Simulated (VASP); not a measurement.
Output of a VASP run:

### OSZICAR
```
       N       E                     dE             d eps       ncg     rms          rms(c)
DAV:   1    -0.346744543426E+01   -0.34674E+01   -0.67281E+03  2564   0.110E+03
DAV:   2    -0.528645505538E+02   -0.49397E+02   -0.46916E+02  2768   0.319E+02
DAV:   3    -0.547752338702E+02   -0.19107E+01   -0.18488E+01  2536   0.415E+01
DAV:   4    -0.548741497340E+02   -0.98916E-01   -0.85718E-01  2648   0.486E+00
DAV:   5    -0.548777872280E+02   -0.36375E-02   -0.34286E-02  2572   0.904E-01    0.250E+01
DAV:   6    -0.529725129625E+02    0.19053E+01   -0.72607E-01  2764   0.157E+01    0.142E+01
DAV:   7    -0.529138517846E+02    0.58661E-01   -0.34342E-01  2896   0.105E+01    0.982E-01
DAV:   8    -0.529211998993E+02   -0.73481E-02   -0.34407E-01  2252   0.586E+00    0.156E+00
DAV:   9    -0.529717541594E+02   -0.50554E-01   -0.34885E-02  2676   0.201E+00    0.553E-01
DAV:  10    -0.530059553879E+02   -0.34201E-01   -0.32841E-02  2696   0.180E+00    0.170E-01
DAV:  11    -0.530086478998E+02   -0.26925E-02   -0.29758E-03  2260   0.579E-01    0.188E-01
DAV:  12    -0.530092542425E+02   -0.60634E-03   -0.11321E-03  2320   0.303E-01    0.452E-02
DAV:  13    -0.530092802764E+02   -0.26034E-04   -0.20269E-04  3064   0.176E-01    0.343E-02
DAV:  14    -0.530092897903E+02   -0.95139E-05   -0.37512E-05  2812   0.809E-02    0.399E-02
DAV:  15    -0.530092893152E+02    0.47508E-06   -0.19443E-05  2468   0.406E-02    0.374E-03
DAV:  16    -0.530092990563E+02   -0.97411E-05   -0.59504E-06  2968   0.217E-02    0.894E-03
DAV:  17    -0.530092981308E+02    0.92551E-06   -0.40006E-06  3304   0.257E-02    0.127E-03
DAV:  18    -0.530092997080E+02   -0.15772E-05   -0.63869E-07  2572   0.999E-03    0.204E-03
DAV:  19    -0.530092994253E+02    0.28271E-06   -0.18317E-08  1288   0.231E-03    0.175E-03
DAV:  20    -0.530093000514E+02   -0.62604E-06   -0.99092E-09  1200   0.317E-03    0.231E-03
DAV:  21    -0.530092996384E+02    0.41299E-06   -0.37842E-08  1228   0.264E-03    0.909E-04
DAV:  22    -0.530092999029E+02   -0.26453E-06   -0.65771E-09  1116   0.334E-03    0.590E-04
DAV:  23    -0.530092998944E+02    0.85256E-08   -0.43735E-09  1064   0.103E-03
   1 F= -.53009300E+02 E0= -.53009300E+02  d E =0.000000E+00
       N       E                     dE             ncg
```

File OUTCAR:
```
------------------------ aborting loop because EDIFF is reached ----------------------------------------
  FORCE on cell =-STRESS in cart. coord.  units (eV):
  Direction    XX          YY          ZZ          XY          YZ          ZX
  --------------------------------------------------------------------------------------
  Total        0.2776894      0.2776894      0.1266063      0.0000000     -0.0000000      0.0000000
  in kB        8.0691853      8.0691852      3.6789656      0.0000000     -0.0000000      0.0000000
  external PRESSURE =       6.6057787 kB  Pullay stress =       0.0000000 kB
  volume of cell :       55.14
      direct lattice vectors                 reciprocal lattice vectors
     4.043353348  0.000000000  0.000000000     0.247319468  0.142789962  0.000000000
    -2.021676674  3.501646701  0.000000000     0.000000000  0.285579924  0.000000000
     0.000000000  0.000000000  3.894270678     0.000000000  0.000000000  0.256787492
 POSITION                                       TOTAL-FORCE (eV/Angst)
 -----------------------------------------------------------------------------------
      0.00000      0.00000      0.00000        -0.000000     -0.000000      0.000000
      2.02168      1.16721      1.94714         0.000000     -0.000000      0.000000
     -0.00000      2.33443      1.94714        -0.000000      0.000000      0.000000
 -----------------------------------------------------------------------------------
    total drift:                               -0.000000      0.000000      0.000000
  FREE ENERGIE OF THE ION-ELECTRON SYSTEM (eV)
  ---------------------------------------------------
  free  energy   TOTEN  =       -53.0092998944 eV

  energy  without entropy=      -53.0092998944  energy(sigma->0) =      -53.00929989

 total charge

# of ion       s       p       d       tot
------------------------------------------
    1        0.316   6.673   1.355   8.344
    2        0.753   0.944   0.000   1.697
    3        0.753   0.944   0.000   1.697
--------------------------------------------------
tot          1.823   8.560   1.355  11.738
```
(Selected blocks of OUTCAR.)

**POSCAR**
```
ErSi2
1
    4.0433533482    -0.0000000000     0.0000000000
   -2.0216766741     3.5016467011    -0.0000000000
   -0.0000000000     0.0000000000     3.8942706784
Er Si
1 2
Direct
  0.0000000000   0.0000000000   0.0000000000
  0.6666670000   0.3333330000   0.5000000000
  0.3333330000   0.6666670000   0.5000000000
```

### Question
Write an INCAR and KPOINTS that could have produced this output.

### Answer
Several could match; the one computed here: the input of the run itself, r2SCAN meta-GGA, plane waves, VASP's PBE PAW potentials (set 64).

File KPOINTS:
```
Automatic mesh
0
Gamma
10 10 9
0 0 0
```

### KPOINTS_OPT
```
k-points along high-symmetry lines
6
Line-mode
Reciprocal
  0.000000   0.000000   0.000000 ! GAMMA
  0.500000   0.000000   0.000000 ! M

  0.500000   0.000000   0.000000 ! M
  0.333333   0.333333   0.000000 ! K

  0.333333   0.333333   0.000000 ! K
  0.000000   0.000000   0.000000 ! GAMMA

  0.000000   0.000000   0.000000 ! GAMMA
  0.000000   0.000000   0.500000 ! A

  0.000000   0.000000   0.500000 ! A
  0.500000   0.000000   0.500000 ! L

  0.500000   0.000000   0.500000 ! L
  0.333333   0.333333   0.500000 ! H

  0.333333   0.333333   0.500000 ! H
  0.000000   0.000000   0.500000 ! A

  0.500000   0.000000   0.500000 ! L
  0.500000   0.000000   0.000000 ! M

  0.333333   0.333333   0.500000 ! H
  0.333333   0.333333   0.000000 ! K
```

**INCAR**
```
# general
SYSTEM   =  ErSi2
PREC     =  Accurate
ENCUT    =  400
LREAL    =  .FALSE.
LASPH    =  .TRUE.

# electronic loop
EDIFF    =  1E-7
NELM     =  100
ALGO     =  Normal
LMAXMIX  =  6
LMIXTAU  =  .TRUE.

# smearing
ISMEAR   =  -5

# functional
METAGGA  =  R2SCAN

# ions
ISIF     =  2

# output
LWAVE    =  .FALSE.
LCHARG   =  .FALSE.
LORBIT   =  11
NEDOS    =  601
```

POTCAR, in this order: Er_3 Si (PBE.64 set). Program: vasp_std.

The 4f electrons are frozen in the core of the lanthanide potential, so 4f levels, which can set the real gap, and their magnetism are missing. For a metal the tetrahedron method with Blöchl corrections gives inexact stress and forces.

The structure comes from a computed database's ErSi2 entry (P6/mmm); how it stands against other phases isn't given here. It was relaxed first. The electron count is odd and the run is not spin-polarised, which forces a metal.
